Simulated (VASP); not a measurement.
Consider the following.

```xyz
3
Lattice="-1.6082 1.6082 3.9339 1.6082 -1.6082 3.9339 1.6082 1.6082 -3.9339" Properties=species:S:1:pos:R:3 pbc="T T T"
Si     0.0000     0.0000     5.2313
Si     0.0000     0.0000     2.6365
Mo     0.0000     0.0000     0.0000
```

Method: PBE GGA, VASP's PBE PAW potentials (set 64) (plane waves; VASP). Run with 400 eV cut-off, 15×15×15 Γ-centred mesh, tetrahedra with Blöchl corrections, potentials Si Mo_sv.

### Question
The job: MoSi2 (MoSi2 type), 3 atoms, PBE, static run, 400 eV, 15×15×15 Γ-centred mesh. Roughly how much core time does it take on a busy server core?

### Answer
About 2 core-minutes (one run on a shared machine, a rough figure). It had 288 irreducible k-points, 15 bands, up to 761 plane waves and 14 electronic steps.

The compound is MoSi2 in the MoSi2 type structure. It was relaxed first.
